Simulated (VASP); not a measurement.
# GW on CdSe: a test of the settings, part 3 of 3

Aim: test the GW correction to the gap of CdSe. The starting structure is a cell with measured lattice constants from the literature and the atomic positions of a computed structure of the Materials Project. Cell and atoms stay as given.

VASP 6.6.1.

Results so far: G0W0 (response cutoff 100 eV, 3×3×3 mesh) 1.15 eV; G0W0 (response cutoff 160 eV, 3×3×3 mesh) 1.13 eV; G0W0 (response cutoff 240 eV, 3×3×3 mesh) 1.17 eV; GW0 with iterated eigenvalues (response cutoff 160 eV, 3×3×3 mesh) 1.32 eV; G0W0 (response cutoff 100 eV, 4×4×4 mesh) 1.17 eV.

### 7. G0W0 (response cutoff 100 eV, 3×3×3 mesh, 7 empty bands)

Level of this step: G0W0 on LDA; plane waves and PAW (Cd_GW, Se_GW) (VASP).

It reads the orbitals and their derivatives (WAVECAR and WAVEDER) of a run with the empty bands, which follows a ground-state run; neither is shown.

INCAR reads:

```
SYSTEM = CdSe
PREC = Accurate
ENCUT = 300
ISMEAR = 0
SIGMA = 0.01
LREAL = .FALSE.
GGA = CA
NBANDS = 16
ALGO = EVGW0
NELMGW = 1
ENCUTGW = 100
NOMEGA = 40
PRECFOCK = Fast
NBANDSGW = 16
LWAVE = .FALSE.
LCHARG = .FALSE.
```

POSCAR reads:

```
CdSe
1.0
    0.0000000000      3.0250000000      3.0250000000
    3.0250000000      0.0000000000      3.0250000000
    3.0250000000      3.0250000000      0.0000000000
Cd Se
1 1
Direct
    0.0000000000      0.0000000000      0.0000000000
    0.2500000000      0.2500000000      0.2500000000
```

KPOINTS reads:

```
Automatic mesh
0
Gamma
3 3 3
0 0 0
```

The projector-augmented-wave data sets are Cd_GW and Se_GW (LDA family, release 64).

On the command line:

```bash
> mpirun -np 4 vasp_std
```

What it wrote:

```text
[banner, memory and clock lines left out]
running    4 mpi-ranks, on    1 nodes
[...]
[... a notice as in an earlier step ...]

 LDA part: xc-table for (Slater(with rela. corr.)+CA(PZ))
 , standard interpolation
 found WAVECAR, reading the header
 POSCAR, INCAR and KPOINTS ok, starting setup
[...]
reading WAVECAR
 the WAVECAR file was read successfully
 initial charge from wavefunction
 available memory per node:    122.27 GB, setting MAXMEM to    125201

 The Fermi energy was updated, please check that it is located mid-gap
 values below the HOMO (VB) or above the LUMO (CB) will cause erroneous energies
 E-fermi :   2.3680

 calculate exact exchange contribution
 the WAVEDER file was read successfully
 [... a notice as in an earlier step ...]

energies w=
    0.000    0.000    0.402    0.000    0.801    0.000    1.195    0.000
    1.583    0.000    1.963    0.000    2.335    0.000    2.698    0.000
    3.054    0.000    3.402    0.000    3.744    0.000    4.081    0.000
[...]
min. memory requirement per mpi rank     64.7 MB, per node    258.7 MB

 allocating  10 responsefunctions rank=   140
 shmem allocating  40 responsefunctions rank=   140
 response function shared by NCSHMEM nodes    1
 Doing           10  frequencies on each core in blocks of           40
NQ=   1    0.0000    0.0000    0.0000,
|.........|.........|.........|.........|.........|.........|.........|.........
 performed          5000 updates of chi_q(r,r)
 total number of BLAS operations          0.82 Gflops
NQ=   2    0.3333    0.0000    0.0000,
|.........|.........|.........|.........|.........|.........|.........|.........
 performed         17000 updates of chi_q(r,r)
 total number of BLAS operations          2.66 Gflops
NQ=   3    0.3333    0.3333    0.0000,
|.........|.........|.........|.........|.........|.........|.........|.........
 performed         29000 updates of chi_q(r,r)
 total number of BLAS operations          4.34 Gflops
NQ=   4   -0.3333    0.3333    0.0000,
|.........|.........|.........|.........|.........|.........|.........|.........
 performed         45000 updates of chi_q(r,r)
 total number of BLAS operations          6.27 Gflops
 resolving degeneracies of screened two electron integrals

 calculate QP shifts <psi_nk| G(iteration)W_0 |psi_nk>: iteration 1
 entering main loop
```

Elapsed: 4.6 s, on 4 MPI ranks of Intel Xeon Platinum 8259CL at 2.50GHz (Skylake/Cascade Lake), shared host; peak memory 0.5 GiB; 13 s of CPU time.

From OUTCAR (step 7):

```text
 QP shifts <psi_nk| G(iteration)W_0 |psi_nk>: iteration 1
 for sc-GW calculations column KS-energies equals QP-energies in previous step
 and V_xc(KS)=  KS-energies - (<T + V_ion + V_H > + <T+V_H+V_ion>^1  + <V_x>^1)
 k-point   1 :       0.0000    0.0000    0.0000
  band No.  KS-energies  QP-energies   sigma(KS)   V_xc(KS)     V^pw_x(r,r')   Z            occupation Imag(sigma)
    ...
      6      -5.4886      -6.7588     -17.3475     -15.5271     -23.1102       0.6978       2.0000       0.2833
      7       2.2105       2.7538     -12.2048     -12.9222     -15.5025       0.7573       2.0000       0.1510
      8       2.2105       2.7538     -12.2048     -12.9222     -15.5025       0.7573       2.0000       0.1510
      9       2.2105       2.7538     -12.2048     -12.9222     -15.5025       0.7573       2.0000       0.1510
     10       2.5254       4.0611      -8.1916     -10.1727      -5.5886       0.7752       0.0000      -0.1183
     11       7.9247       9.7148      -7.4052      -9.6962      -4.6445       0.7813       0.0000      -0.1749
     12       7.9247       9.7148      -7.4052      -9.6962      -4.6445       0.7813       0.0000      -0.1749
     13       7.9247       9.7148      -7.4052      -9.6962      -4.6445       0.7813       0.0000      -0.1749
    ...

[... 1 part as in an earlier step ...]

[... 2 further parts left out ...]
[key lines of the parts left out:]
E-fermi :   2.3680
```

G0W0 (response cutoff 100 eV, 3×3×3 mesh, 7 empty bands): the quasiparticle gap on this mesh is 1.307 eV, +0.992 eV from the LDA gap on the same points, with 16 bands.

### 8. Comparison

| run | LDA gap on the mesh (eV) | GW gap (eV) | correction (eV) | bands |
| --- | --- | --- | --- | --- |
| G0W0 (response cutoff 100 eV, 3×3×3 mesh) | 0.315 | 1.152 | 0.838 | 128 |
| G0W0 (response cutoff 160 eV, 3×3×3 mesh) | 0.315 | 1.132 | 0.817 | 256 |
| G0W0 (response cutoff 240 eV, 3×3×3 mesh) | 0.315 | 1.17 | 0.855 | 468 |
| GW0 with iterated eigenvalues (response cutoff 160 eV, 3×3×3 mesh) | 0.315 | 1.317 | 1.002 | 256 |
| G0W0 (response cutoff 100 eV, 4×4×4 mesh) | 0.359 | 1.166 | 0.807 | 128 |
| G0W0 (response cutoff 100 eV, 3×3×3 mesh, 7 empty bands) | 0.315 | 1.307 | 0.992 | 16 |

### 9. Results

```
gap, G0W0 (response cutoff 100 eV, 3×3×3 mesh)                          : 1.152 eV
gap, G0W0 (response cutoff 160 eV, 3×3×3 mesh)                          : 1.132 eV
gap, G0W0 (response cutoff 240 eV, 3×3×3 mesh)                          : 1.170 eV
gap, GW0 with iterated eigenvalues (response cutoff 160 eV, 3×3×3 mesh) : 1.317 eV
gap, G0W0 (response cutoff 100 eV, 4×4×4 mesh)                          : 1.166 eV
gap, G0W0 (response cutoff 100 eV, 3×3×3 mesh, 7 empty bands)           : 1.307 eV
```

What this shows: The correction to the LDA gap of CdSe is +0.838 eV at a response cutoff of 100 eV, +0.817 eV at a response cutoff of 160 eV, +0.855 eV at a response cutoff of 240 eV. The number of bands rises with the cutoff. On a 4×4×4 mesh in place of 3×3×3 the correction is +0.807 eV against +0.838 eV. Iterating the eigenvalues in G raises the gap by +0.184 eV. With 7 empty bands alone, a slip made on purpose, the correction is +0.992 eV against +0.838 eV. Errors of the two band edges can cancel in a gap, so a value close to the better runs would prove nothing. VASP warns in its log that the frequency grid doesn't suit these quasiparticle energies and asks for more k-points, so these gaps are no firm results. From a response cutoff of 160 to 240 eV the correction still moves by +0.037 eV, so cutoff and bands aren't shown to be converged. The LDA gap along the bands, from another run on this structure, is 0.389 eV. On the 3×3×3 mesh it is 0.315 eV, lower, since the two runs differ in mesh, cutoff and data sets. On the 4×4×4 mesh it is 0.359 eV, lower, since the two runs differ in mesh, cutoff and data sets. Further runs on this material are not shown.

[Lines on the potential files, build, host, timing and source positions are cut from VASP's logs without a mark.]

[Logs are printed without paths, hosts, clocks, repeated set-up lines and the standing remarks that a program may print on its own settings, such as how far it seeks lower states.]

[Hosts, paths, dates, database ids (printed as entryN), source tags and the programs' standing remarks are cut or masked in the printed files.]
